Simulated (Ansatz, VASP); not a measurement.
# Cross-check of In2Se between VASP and Ansatz, part 2 of 3

Wanted: the spread between two codes on one cell, functional and k mesh. The cell is generated by rule, not measured, and may not be a known phase. The cell is taken from a series of runs on this material, whose earlier steps may have relaxed, scaled, displaced or heated it; both programs get it as it stands.

VASP 6.6.1 and Ansatz 0.2.0.

So far: Set-up; Ansatz: zone-centre phonons, PBEsol.

### 3. VASP: zone-centre phonons, PBEsol

Level of this step: PBEsol; plane waves and PAW (Se, In_d); invented cell (VASP).

The same cell, functional, mesh and smearing now go to VASP, with its own data sets.

Lines of VASP's logs that name or quote its potential files are left out, and so is its time.

Input file INCAR:

```
SYSTEM = In2Se
PREC = Accurate
ENCUT = 500
EDIFF = 1E-08
NELM = 120
ISMEAR = 1
SIGMA = 0.2
LREAL = .FALSE.
ALGO = Normal
GGA = PS
NBANDS = 39
LORBIT = 11
LWAVE = .FALSE.
LCHARG = .FALSE.
ISIF = 2
IBRION = 8
LASPH = .TRUE.
GGA_COMPAT = .FALSE.
KPAR = 2
```

Input file POSCAR:

```
In2Se
1.0
    6.3261708467      0.0000000000      0.0000000000
    0.0000000000      6.3261708467      0.0000000000
    0.0000000000      0.0000000000      5.0521796009
Se In
2 4
Direct
    0.0000000000      0.0000000000      0.5000000000
    0.5000000000      0.5000000000      0.0000000000
    0.1842803716      0.1842803716      0.0000000000
    0.6842803716      0.3157196284      0.5000000000
    0.3157196284      0.6842803716      0.5000000000
    0.8157196284      0.8157196284      0.0000000000
```

Input file KPOINTS:

```
Automatic mesh
0
Gamma
6 6 8
0 0 0
```

Potentials, in the order of the species: Se and In_d (PBE family, release 64).

Started as:

```sh
$ mpirun -np 2 vasp_std
```

What it wrote:

```text
[banner, memory and clock lines left out]
running    2 mpi-ranks, on    1 nodes
 distrk:  each k-point on    1 cores,    2 groups
 distr:  one band on    1 cores,    1 groups

 POSCAR found type information on POSCAR SeIn
 POSCAR found :  2 types and       6 ions
|                                                                             |
|               ----> ADVICE to this user running VASP <----                  |
|                                                                             |
|     You enforced a specific xc type in the INCAR file but a different       |
|     [... a line on the potential file left out ...]
|     I HOPE YOU KNOW WHAT YOU ARE DOING!                                     |
|                                                                             |

 LDA part: xc-table for (Slater+PW92), standard interpolation
 POSCAR, INCAR and KPOINTS ok, starting setup
 FFT: planning ... GRIDC
 FFT: planning ... GRID_SOFT
 FFT: planning ... GRID
 WAVECAR not read
 entering main loop
       N       E                     dE             d eps       ncg     rms          rms(c)
DAV:   1     0.613571726149E+03    0.61357E+03   -0.28606E+04  3900   0.181E+03
DAV:   2     0.592097846054E+02   -0.55436E+03   -0.54046E+03  3928   0.465E+02
DAV:   3    -0.149003784738E+02   -0.74110E+02   -0.70878E+02  4860   0.185E+02
DAV:   4    -0.193763192768E+02   -0.44759E+01   -0.43853E+01  4561   0.452E+01
DAV:   5    -0.195694906467E+02   -0.19317E+00   -0.19310E+00  5093   0.882E+00    0.669E+00
DAV:   6    -0.188603517088E+02    0.70914E+00   -0.13518E+00  5278   0.109E+01    0.388E+00
DAV:   7    -0.188711632005E+02   -0.10811E-01   -0.48416E-01  4878   0.328E+00    0.140E+00
DAV:   8    -0.188624688783E+02    0.86943E-02   -0.48973E-02  5543   0.166E+00    0.611E-01
DAV:   9    -0.188603689186E+02    0.21000E-02   -0.12454E-02  5383   0.811E-01    0.225E-01
DAV:  10    -0.188604228103E+02   -0.53892E-04   -0.16067E-03  5241   0.377E-01    0.130E-01
DAV:  11    -0.188604422124E+02   -0.19402E-04   -0.40120E-04  5830   0.151E-01    0.279E-02
DAV:  12    -0.188604320001E+02    0.10212E-04   -0.75071E-05  5568   0.895E-02    0.154E-02
DAV:  13    -0.188604321354E+02   -0.13530E-06   -0.94576E-06  4870   0.173E-02    0.363E-03
DAV:  14    -0.188604322517E+02   -0.11630E-06   -0.91986E-07  6001   0.633E-03    0.414E-03
DAV:  15    -0.188604321342E+02    0.11751E-06   -0.12129E-07  4708   0.218E-03    0.135E-03
DAV:  16    -0.188604320903E+02    0.43927E-07   -0.60856E-08  3866   0.197E-03    0.369E-04
DAV:  17    -0.188604320932E+02   -0.29313E-08   -0.11356E-08  2682   0.885E-04
   1 F= -.18860432E+02 E0= -.18858158E+02  d E =-.682215E-02
 Linear response reoptimize wavefunctions to high precision
DAV:   1    -0.188604320965E+02   -0.32451E-08   -0.20694E-09  2573   0.384E-04
DAV:   2    -0.188604320966E+02   -0.14188E-09   -0.74353E-10  2363   0.238E-04
DAV:   3    -0.188604320966E+02   -0.23647E-10   -0.32657E-10  2377   0.158E-04
 Linear response DOF=           4
 Linear response progress:
  Degree of freedom:   1/  4
       N       E                     dE             d eps       ncg     rms          rms(c)
RMM:   1    -0.923502248592E-01   -0.92350E-01    0.11914E-01 17022   0.992E-01
RMM:   2    -0.903577037833E-01    0.19925E-02   -0.36401E-03 10873   0.327E-01    0.103E-01
RMM:   3    -0.905912518374E-01   -0.23355E-03   -0.76323E-04 13883   0.133E-01    0.401E-02
RMM:   4    -0.907719508844E-01   -0.18070E-03   -0.93939E-05 13401   0.429E-02    0.130E-02
RMM:   5    -0.908197829607E-01   -0.47832E-04   -0.13010E-05 14742   0.188E-02    0.672E-03
RMM:   6    -0.908102496160E-01    0.95333E-05   -0.14881E-06 14510   0.589E-03    0.368E-03
RMM:   7    -0.908171949843E-01   -0.69454E-05   -0.19801E-07 13484   0.233E-03    0.229E-03
RMM:   8    -0.908169600425E-01    0.23494E-06    0.23386E-08 14082   0.102E-03    0.462E-04
RMM:   9    -0.908174576280E-01   -0.49759E-06   -0.10463E-07 13677   0.490E-04    0.383E-04
RMM:  10    -0.908175267832E-01   -0.69155E-07   -0.86788E-08 14918   0.192E-04    0.350E-04
RMM:  11    -0.908176008175E-01   -0.74034E-07    0.68137E-08 14953   0.742E-05    0.250E-04
RMM:  12    -0.908176619277E-01   -0.61110E-07    0.11207E-08 11914   0.649E-05    0.143E-04
RMM:  13    -0.908176955911E-01   -0.33663E-07   -0.46446E-09 14835   0.294E-05    0.795E-05
RMM:  14    -0.908176958832E-01   -0.29218E-09    0.22363E-08 15406   0.142E-05    0.718E-05
 first order change of Fermi-energy  -0.32529E-03
 force on displaced ion       1 direction 1 :  -0.828   0.427   0.000
 Linear response progress:
  Degree of freedom:   2/  4
       N       E                     dE             d eps       ncg     rms          rms(c)
RMM:   1    -0.897266592628E-01   -0.89727E-01    0.11488E-01  9194   0.968E-01
RMM:   2    -0.864875535986E-01    0.32391E-02   -0.39286E-03  7141   0.302E-01    0.953E-02
RMM:   3    -0.868238870770E-01   -0.33633E-03   -0.74727E-04  9085   0.126E-01    0.395E-02
RMM:   4    -0.870437148939E-01   -0.21983E-03   -0.84044E-05  8765   0.419E-02    0.143E-02
RMM:   5    -0.871086691729E-01   -0.64954E-04   -0.12906E-05  9375   0.177E-02    0.724E-03
RMM:   6    -0.870936433083E-01    0.15026E-04   -0.17132E-06  8948   0.590E-03    0.130E-03
RMM:   7    -0.871030483158E-01   -0.94050E-05   -0.18120E-07  9178   0.209E-03    0.110E-03
RMM:   8    -0.871051221870E-01   -0.20739E-05    0.11943E-07  9280   0.730E-04    0.289E-04
RMM:   9    -0.871047209170E-01    0.40127E-06    0.16852E-07  9414   0.330E-04    0.919E-05
RMM:  10    -0.871047006912E-01    0.20226E-07   -0.91337E-08  9606   0.119E-04    0.276E-05
RMM:  11    -0.871047327100E-01   -0.32019E-07    0.57816E-08  9920   0.442E-05    0.142E-05
RMM:  12    -0.871047063131E-01    0.26397E-07   -0.51078E-08  9611   0.209E-05    0.264E-06
RMM:  13    -0.871046985389E-01    0.77742E-08   -0.69863E-09  9057   0.108E-05    0.129E-06
 first order change of Fermi-energy   0.52905E-03
 force on displaced ion       1 direction 3 :   0.000  -0.000  -0.673
 Linear response progress:
  Degree of freedom:   3/  4
       N       E                     dE             d eps       ncg     rms          rms(c)
RMM:   1    -0.239141482714E+00   -0.23914E+00   -0.16883E-01 10950   0.321E+00
RMM:   2    -0.241752612587E+00   -0.26111E-02   -0.13343E-02 12330   0.747E-01    0.838E-02
RMM:   3    -0.241940251661E+00   -0.18764E-03   -0.18172E-03 13798   0.236E-01    0.309E-02
RMM:   4    -0.241905055151E+00    0.35197E-04   -0.19441E-04 14131   0.803E-02    0.240E-02
RMM:   5    -0.241929342334E+00   -0.24287E-04   -0.60182E-05 13981   0.301E-02    0.102E-02
RMM:   6    -0.241936460585E+00   -0.71183E-05   -0.17821E-05 14272   0.130E-02    0.214E-03
RMM:   7    -0.241936951627E+00   -0.49104E-06   -0.10597E-05 14009   0.457E-03    0.136E-03
RMM:   8    -0.241936188462E+00    0.76317E-06   -0.52167E-06 13278   0.199E-03    0.412E-04
RMM:   9    -0.241935505184E+00    0.68328E-06   -0.26504E-06 13961   0.106E-03    0.337E-04
RMM:  10    -0.241935282770E+00    0.22241E-06   -0.17451E-06 14902   0.499E-04    0.365E-04
RMM:  11    -0.241935147227E+00    0.13554E-06   -0.19257E-07 15403   0.266E-04    0.469E-04
RMM:  12    -0.241933623843E+00    0.15234E-05   -0.21238E-07 12289   0.281E-04    0.256E-04
RMM:  13    -0.241933535402E+00    0.88441E-07   -0.35514E-08 15009   0.138E-04    0.226E-04
RMM:  14    -0.241933523129E+00    0.12273E-07    0.14339E-08 14937   0.633E-05    0.230E-04
RMM:  15    -0.241933670970E+00   -0.14784E-06   -0.17698E-08 12681   0.473E-05    0.161E-04
RMM:  16    -0.241933983029E+00   -0.31206E-06    0.31801E-08 14850   0.674E-05    0.361E-05
RMM:  17    -0.241933983412E+00   -0.38349E-09   -0.91357E-09 14833   0.306E-05    0.352E-05
 first order change of Fermi-energy  -0.47430E-01
 force on displaced ion       3 direction 1 :  -1.164  -2.619   0.000
 Linear response progress:
  Degree of freedom:   4/  4
       N       E                     dE             d eps       ncg     rms          rms(c)
RMM:   1    -0.237156105137E+00   -0.23716E+00   -0.16849E-01  9788   0.317E+00
RMM:   2    -0.239252420642E+00   -0.20963E-02   -0.10089E-02 10791   0.697E-01    0.625E-02
RMM:   3    -0.239169480844E+00    0.82940E-04   -0.14022E-03 12298   0.211E-01    0.259E-02
RMM:   4    -0.239000378850E+00    0.16910E-03   -0.14503E-04 12358   0.685E-02    0.139E-02
RMM:   5    -0.238967440661E+00    0.32938E-04   -0.39074E-05 12787   0.258E-02    0.528E-03
RMM:   6    -0.238963395335E+00    0.40453E-05   -0.97117E-06 12580   0.907E-03    0.231E-03
RMM:   7    -0.238969314954E+00   -0.59196E-05   -0.33269E-06 12335   0.308E-03    0.509E-04
RMM:   8    -0.238965381547E+00    0.39334E-05   -0.53980E-07 12520   0.125E-03    0.185E-04
RMM:   9    -0.238964068469E+00    0.13131E-05    0.13575E-07 13119   0.525E-04    0.131E-04
RMM:  10    -0.238964002416E+00    0.66054E-07   -0.24408E-07 12955   0.240E-04    0.833E-05
RMM:  11    -0.238963618356E+00    0.38406E-06    0.91570E-08 13178   0.129E-04    0.268E-05
RMM:  12    -0.238963619687E+00   -0.13310E-08   -0.92354E-08 13256   0.664E-05    0.995E-06
 first order change of Fermi-energy  -0.11630E-03
 force on displaced ion       3 direction 3 :  -0.001  -0.001  -1.716
 Linear response finished
```

[end of part 2 of 3]

[Lines on the potential files, build, host, timing and source positions are cut from VASP's logs without a mark.]

[Logs are printed without paths, hosts, clocks, repeated set-up lines and the standing remarks that a program may print on its own settings, such as how far it seeks lower states.]

[Hosts, paths, dates, database ids (printed as entryN), source tags and the programs' standing remarks are cut or masked in the printed files.]
